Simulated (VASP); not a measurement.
All values below come from PBE GGA, VASP's PBE PAW potentials (set 64) (plane waves; VASP).

Input for VASP

KPOINTS:
```
kpoints
0
Gamma
  10 10 6
```

### POSCAR
```
La
1
    3.8173670000     0.0000000000     0.0000000000
   -1.9086830000     3.3059360000     0.0000000000
    0.0000000000     0.0000000000     6.1978540000
La
2
Direct
  0.3355940000   0.6598780000   0.2438970000
  0.6644060000   0.3401220000   0.7561030000
```

**INCAR**
```
! general
SYSTEM  = La
PREC    = Accurate
ENCUT   = 300
LREAL   = .FALSE.
LASPH   = .TRUE.   ! aspherical one-centre terms

! electronic loop
EDIFF   = 1E-6   ! SCF stop (eV)
NELM    = 100
ALGO    = Normal
LMAXMIX = 6

! smearing
ISMEAR  = 0   ! Gaussian
SIGMA   = 0.1

! functional
GGA     = PE

! ions
ISIF    = 2   ! forces and stress, cell fixed

! output
LWAVE   = .FALSE.
LCHARG  = .FALSE.
```

POTCAR, in this order: La (PBE.64 set). Program: vasp_std.

Output of the run:

**OSZICAR**
```
       N       E                     dE             d eps       ncg     rms          rms(c)
DAV:   1     0.223337963449E+03    0.22334E+03   -0.60742E+03  9168   0.128E+03
DAV:   2     0.218278035818E+02   -0.20151E+03   -0.20004E+03 13869   0.336E+02
DAV:   3    -0.604052954722E+01   -0.27868E+02   -0.27472E+02 15724   0.138E+02
DAV:   4    -0.939859446882E+01   -0.33581E+01   -0.33162E+01 18217   0.438E+01
DAV:   5    -0.969622348655E+01   -0.29763E+00   -0.29627E+00 15024   0.123E+01    0.311E+00
DAV:   6    -0.970407579017E+01   -0.78523E-02   -0.70215E-01 18232   0.602E+00    0.161E+00
DAV:   7    -0.969993876331E+01    0.41370E-02   -0.72309E-02 16056   0.207E+00    0.876E-01
DAV:   8    -0.969953455476E+01    0.40421E-03   -0.21128E-02 16856   0.120E+00    0.191E-01
DAV:   9    -0.970018014852E+01   -0.64559E-03   -0.16938E-03 18208   0.330E-01    0.146E-01
DAV:  10    -0.970070799783E+01   -0.52785E-03   -0.85376E-04 17856   0.200E-01    0.957E-02
DAV:  11    -0.970109102610E+01   -0.38303E-03   -0.17912E-03 15862   0.285E-01    0.107E-02
DAV:  12    -0.970110339115E+01   -0.12365E-04   -0.12486E-04 18224   0.123E-01    0.733E-03
DAV:  13    -0.970110442838E+01   -0.10372E-05   -0.11325E-05 17944   0.245E-02    0.640E-03
DAV:  14    -0.970110461171E+01   -0.18333E-06   -0.55724E-06 15920   0.176E-02
   1 F= -.97011046E+01 E0= -.96909467E+01  d E =-.203159E-01
```

File OUTCAR:
```
------------------------ aborting loop because EDIFF is reached ----------------------------------------
  FORCE on cell =-STRESS in cart. coord.  units (eV):
  Direction    XX          YY          ZZ          XY          YZ          ZX
  --------------------------------------------------------------------------------------
  Total       -0.4979441     -0.5404547     -0.6168550     -0.0206207      0.0157701     -0.0150516
  in kB      -10.1997951    -11.0705756    -12.6355440     -0.4223908      0.3230312     -0.3083152
  external PRESSURE =     -11.3019715 kB  Pullay stress =       0.0000000 kB
  volume of cell :       78.22
      direct lattice vectors                 reciprocal lattice vectors
     3.817367000  0.000000000  0.000000000     0.261960666  0.151243058  0.000000000
    -1.908683000  3.305936000  0.000000000     0.000000000  0.302486195  0.000000000
     0.000000000  0.000000000  6.197854000     0.000000000  0.000000000  0.161346169
 POSITION                                       TOTAL-FORCE (eV/Angst)
 -----------------------------------------------------------------------------------
      0.02159      2.18151      1.51164        -0.015004      0.016848      0.072863
      1.88710      1.12442      4.68622         0.015004     -0.016848     -0.072863
 -----------------------------------------------------------------------------------
    total drift:                                0.000000     -0.000000      0.000000
  FREE ENERGIE OF THE ION-ELECTRON SYSTEM (eV)
  ---------------------------------------------------
  free  energy   TOTEN  =        -9.7011046117 eV

  energy  without entropy=       -9.6807887347  energy(sigma->0) =       -9.69094667
```
(Selected blocks of OUTCAR.)

At this cut-off the stress carries a Pulay error, which pulls relaxed volumes low.

The structure was generated: La was put into an ordered model structure, which need not be its known phase. The cell was not relaxed at this level, atoms are displaced from their ideal sites.
